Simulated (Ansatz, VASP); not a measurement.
# Cross-check of SiW (NiAs type (invented)) between VASP and Ansatz, part 2 of 2

One calculation is typed for both programs; each brings its own data sets. How far apart do they land? The cell is generated by rule, not measured, and may not be a known phase. The cell is taken from a series of runs on this material, whose earlier steps may have relaxed, scaled, displaced or heated it; both programs get it as it stands.

VASP 6.6.1 and Ansatz 0.2.0.

So far: The structure; VASP: relaxation of cell and atoms, PBEsol.

**3. Ansatz: relaxation of cell and atoms, PBEsol**

Level of this step: Ansatz beside VASP: Kohn-Sham DFT, plane waves, PBEsol (Ansatz).

Ansatz runs on its default PAW (the set named soft_2) files.

The same cell, functional, mesh and smearing now go to Ansatz, which takes its cutoff from its data sets.

input.yaml reads:

```yaml
crystal:
  lattice:
    - [3.0968398667, 0.0, 0.0]
    - [-1.5484199334, 2.681941996, 0.0]
    - [0.0, 0.0, 7.0401569689]
  atoms:
    - { symbol: W, position: [0.0, 0.0, 0.0] }
    - { symbol: W, position: [0.0, 0.0, 0.5] }
    - { symbol: Si, position: [0.3333333333, 0.6666666667, 0.25] }
    - { symbol: Si, position: [0.6666666667, 0.3333333333, 0.75] }
kpoints:
  mp_grid: { grid: [15, 15, 6] }
hamiltonian:
  xc: pbesol
scf:
  occupations: { method: gaussian, width: 0.1 }
output:
  forces: true
  stress: true
  eigenvalues: true
  write_density: true
  write_potential: true
  elf: true
  volumetric_format: npy
relax:
  adjacent_minimum: "off"
  f_tol: 0.005
  max_steps: 80
  cell: { stress_tol: 0.05 }
```

The run is started by

```sh
$ ansatz run input.yaml --threads 2 --pin off --max-ram 5120MiB --backend cpu --events-out ev --progress --plain --runs-dir out
```

Numbers of over 12 decimals in the logs are rounded to 6 here.

The program printed:

```text
Engine: ansatz 0.2.0, x86_64-unknown-linux-gnu
Pseudopotentials: kind: paw
Pseudopotential: W, paw, valence charge 14, recommended cutoff 420 eV (normal), W.paw.azcp
Pseudopotential: Si, paw, valence charge 4, recommended cutoff 420 eV (normal), Si.paw.azcp
Functional definition: PBEsol
  exchange = pbesol_x
  correlation = pbesol_c
Crystal: 4 atoms, lattice volume = 58.472 Å³
Basis set: ecut = 420 eV, 1115 PW (Γ), exchange–correlation on 48×48×96 points (8 copies of the dense FFT grid, shifted against one another)
Bands: 22, of which v1, the nominal top of the filled ones, is band 18 counted from 1 (17 counted from 0)
Symmetry: 24 space group operations
Space group: P63/mmc (ITA 194), of the structure as read, at distance tolerance 3.9e-5 Å
k-points: 108 of 1350
Non-local potential: W, projectors of the file, l = 0: 3, l = 1: 2, l = 2: 2, l = 3: 1
Non-local potential: Si, projectors of the file, l = 0: 2, l = 1: 2, l = 2: 2
PAW form: soft (Blöchl's): semilocal exchange-correlation on the pseudo side does not see the compensation charge
PAW frozen core: W, regenerated for the run's functional, and the local potential with it (the file was generated under x = pbe(κ = 0.804, μ = 0.219515), c = pbe(β = 0.066725))
PAW frozen core: Si, regenerated for the run's functional, and the local potential with it (the file was generated under x = pbe(κ = 0.804, μ = 0.219515), c = pbe(β = 0.066725))
PAW one-centre angular grid: W, 590 points (default); XC on 64 Gauss nodes
PAW one-centre angular grid: Si, 110 points (default); XC on 64 Gauss nodes
Initial density: superposition of atomic densities (neutral atoms: chi_scale 0, normalization atom), corrected by the library's trained network
Initial wavefunctions: pseudopotential atomic-orbital guess
Functional: x = pbesol(κ = 0.804, μ = 0.123457), c = pbesol(β = 0.046)
SCF iter   1: F=—  HF=-21756.701659 eV  |F-HF|=—  |Δ(HF+E_count)|=         —  Δρ=5.08e-3  dr2=1.02e-2  ethr=1.77e-3  ⟨swp⟩=5.2  Hψ=11484  notcnv=0
preconditioner: auto → Kerker (q_TF=auto, 2.516 Å⁻¹)  [metal: Δε(μ)=0.010 eV  Ē_g=6.264 eV  σ=0.100 eV  W_gap=0.06  n_scr=22 (ndim 8)  ℏωp=21.7 eV  f_vac=0.000  D(μ)=1.75/eV (n_scr^D=4)]
SCF iter   2: F=—  HF=-21756.699630 eV  |F-HF|=—  |Δ(HF+E_count)|=   2.03e-3  Δρ=2.71e-3  dr2=2.78e-3  ethr=2.83e-5  ⟨swp⟩=1.1  Hψ=3303  notcnv=0
SCF iter   3: F=—  HF=-21756.699067 eV  |F-HF|=—  |Δ(HF+E_count)|=   5.63e-4  Δρ=3.45e-4  dr2=6.66e-5  ethr=7.73e-6  ⟨swp⟩=2.3  Hψ=3469  notcnv=0
SCF iter   4: F=—  HF=-21756.699076 eV  |F-HF|=—  |Δ(HF+E_count)|=   8.58e-6  Δρ=5.08e-5  dr2=1.27e-6  ethr=1.85e-7  ⟨swp⟩=2.0  Hψ=3338  notcnv=0
iter 5 did not close the SCF: its close was put off for the readings that it lacked (scf_convergence_deferred on its scf_iter line)
SCF iter   5: F=-21756.699076 eV  HF=-21756.699076 eV  |F-HF|=1.82e-8  |Δ(HF+E_count)|=   1.42e-7  Δρ=9.92e-6  dr2=5.41e-8  ethr=3.54e-9  ⟨swp⟩=2.2  Hψ=3547  notcnv=0
SCF iter   6: F=-21756.699076 eV  HF=-21756.699076 eV  |F-HF|=1.14e-9  |Δ(HF+E_count)|=   1.03e-8  Δρ=1.97e-6  dr2=2.55e-9  ethr=1.50e-10  ⟨swp⟩=6.2  Hψ=14519  notcnv=0
SCF 1 converged in 6 iterations: F = -21756.699076 eV  dr2 = 2.55e-9
  greatest PAW one-centre occupation: 1.000 electrons in one spin orbital (limit 2), on the W atom at site 1 (counted from 0), in its partial waves of l = 0
relax step   1: F+E_penalty+E_count = -21756.69907566 eV  Δ(F+E_penalty+E_count) = +0.000e0 eV  max|allowed force component| = 3.701e-17 eV/Å  Δτ_max = 0.0000 Å  P = -0.161 GPa  Ω = 58.472 Å³  (6 SCF iters, dr2 threshold 1.00e-7 eV, accepted)
[...]
relax step   3: F+E_penalty+E_count = -21756.69919185 eV  Δ(F+E_penalty+E_count) = -1.968e-5 eV  max|allowed force component| = 9.252e-17 eV/Å  Δτ_max = 0.0000 Å  P = +0.054 GPa  Ω = 58.439 Å³  energy of the carried Pulay correction = +9.566e-6 eV  (6 SCF iters, accepted)
[...]
relax step   4: F+E_penalty+E_count = -21756.69918980 eV  Δ(F+E_penalty+E_count) = +2.046e-6 eV  max|allowed force component| = 4.337e-17 eV/Å  Δτ_max = 0.0000 Å  P = -0.005 GPa  Ω = 58.454 Å³  energy of the carried Pulay correction = +5.184e-6 eV  (7 SCF iters, accepted)
[...]
relax step   5: F+E_penalty+E_count = -21756.69918771 eV  Δ(F+E_penalty+E_count) = +2.094e-6 eV  max|allowed force component| = 3.180e-17 eV/Å  Δτ_max = 0.0000 Å  P = -0.005 GPa  Ω = 58.454 Å³  stress off target by 9.32e-3 GPa  SCF on the basis re-selected at this cell (its energy is not comparable with the rows above)  (8 SCF iters)
basis re-selected at this cell: Δ(F+E_penalty+E_count) = +2.094e-6 eV, ΔP = -0.000 GPa vs the last step (what re-selecting the basis moved, of the pressure what is left beyond the Pulay correction that the steps carried, after the strain that the cell walked since its last selection, with what the two solves' SCF thresholds leave and, on support functions, any second-order correction that the steps lacked; it is no m [...]
SCF converged after 8 iterations
Free energy (F): -21756.699188 eV
Harris-Foulkes:  -21756.699188 eV  (|F-HF|=1.46e-11)
Internal energy: -21756.690355 eV  (E = F + TS)
E sigma→0 (E₀):  -21756.694771 eV
Entropy (-TS):   -0.008833 eV (-2.208 meV/atom)
Fermi energy:    16.947283 eV
--- Per-component energies (eV) ---
  E_band       = -221.865991
  E_kinetic    = 991.935162
  E_local      = -1746.033049  (includes V_loc(G=0)·N_el)
  E_nonlocal   = 59.290324
  E_hartree    = 655.114176
  E_xc         = -644.156651
  E_vxc        = -576.596853  (∫ρ·V_xc dr)
  E_paw        = -17870.965812  (= ΣΔE_a)
  E_vpaw       = -260.689827  (= ΣTr[D̂ρ^β])
  E_aug_tail   = -0.000103  (compensation charges beyond the density's cutoff)
  E_ewald      = -3202.381109
  E_core_change = 0.506706  (= ΣΔE_core)
  E_smearing   = -0.008833  (= −TS)
  E_closure    = 0.000000  (closes the sum)
  Σ components = -21756.699188   (vs F -21756.699188, Δ=0.00e0)
--- Forces (eV/Å), atoms counted from 1 ---
  atom   1  W     -0.00000000     0.00000000    -0.00000000
  atom   2  W     -0.00000000    -0.00000000     0.00000000
  atom   3  Si    -0.00000000     0.00000000     0.00000000
  atom   4  Si     0.00000000     0.00000000    -0.00000000
  max |Σ_I F_I| component: 4.63e-18 eV/Å
--- Stress (GPa, compression-positive) ---
       -0.003499      -0.000000       0.000000
       -0.000000      -0.003499      -0.000000
        0.000000      -0.000000      -0.009320
  P = ⅓ Tr σ = -0.0054 GPa (-0.054 kbar)
--- Band table (eV; the first three rows and the last of 108) ---
  k-point 0: bands = [... 14 lower, 16.0046, 16.0046, 16.7207, 16.9353, 16.9353, 17.5515, 18.4374, 18.4374]
  k-point 1: bands = [... 14 lower, 15.9501, 15.9501, 16.6801, 17.0055, 17.0055, 17.4160, 18.2830, 18.2830]
  k-point 2: bands = [... 14 lower, 15.8064, 15.8064, 16.6620, 17.1057, 17.2114, 17.2114, 17.9257, 17.9257]
  k-point 107: bands = [... 14 lower, 13.3495, 13.3495, 15.4376, 15.4376, 19.8718, 19.8718, 20.3186, 20.3186]
--- Relaxed structure (4 steps of the walk, 4 accepted, 1 SCFs on fresh bases) ---
  F+E_penalty+E_count = -21756.69918771 eV   max|allowed force component| = 3.180e-17 eV/Å   (the final SCF, on the basis selected at the relaxed cell)
  cell:  # Å, volume = 58.4542 Å³
    - [3.098629, 2.888408995470502e-11, 0.0]
    - [-1.549314, 2.683491, 0.0]
    - [0.0, 0.0, 7.029849]
  atoms:
    - { symbol: W, position: [0, 0, 0] }
    - { symbol: W, position: [0, 0, 0.500000] }
    - { symbol: Si, position: [0.333333, 0.666667, 0.250000] }
    - { symbol: Si, position: [0.666667, 0.333333, 0.750000] }
```

**4. Comparison**

Known differences besides the potentials themselves: the data sets hold 36 valence electrons in Ansatz (on its default PAW (the set named soft_2) files) and 20 in VASP; the cutoff is 420 eV in Ansatz and 600 eV in VASP; Ansatz makes its cores anew for this functional, VASP keeps those of its PBE data sets; Ansatz adds a Pulay correction to the stress that steers its cell, VASP none. Total energies have different zeros and are not compared.

Both answers:

```
                                         quantity  Ansatz   VASP  difference
                                      volume (Å³)   58.45  58.34     +0.19 %
edge a after relaxation, in the typed setting (Å)   3.099  3.095     +0.12 %
edge c after relaxation, in the typed setting (Å)   7.030  7.034     -0.06 %
```

**5. What came out**

```
difference in volume (relaxation of cell and atoms, PBEsol) : 0.19 %
```

The difference in volume is 0.19 % (relaxation of cell and atoms, PBEsol), within the 1.2 % picked in this series as the mark of a large difference, as far as the stopping tolerances let one tell. The data sets hold unlike numbers of valence electrons (36 in Ansatz and 20 in VASP), so part of the differences comes from the potentials. 1 further run of this series is not shown here. How closely two codes agree says nothing of how well the functional describes the real material.

[Lines on the potential files, build, host, timing and source positions are cut from VASP's logs without a mark.]

[Logs are printed without paths, hosts, clocks, repeated set-up lines and the standing remarks that a program may print on its own settings, such as how far it seeks lower states.]

[Hosts, paths, dates, database ids (printed as entryN), source tags and the programs' standing remarks are cut or masked in the printed files.]
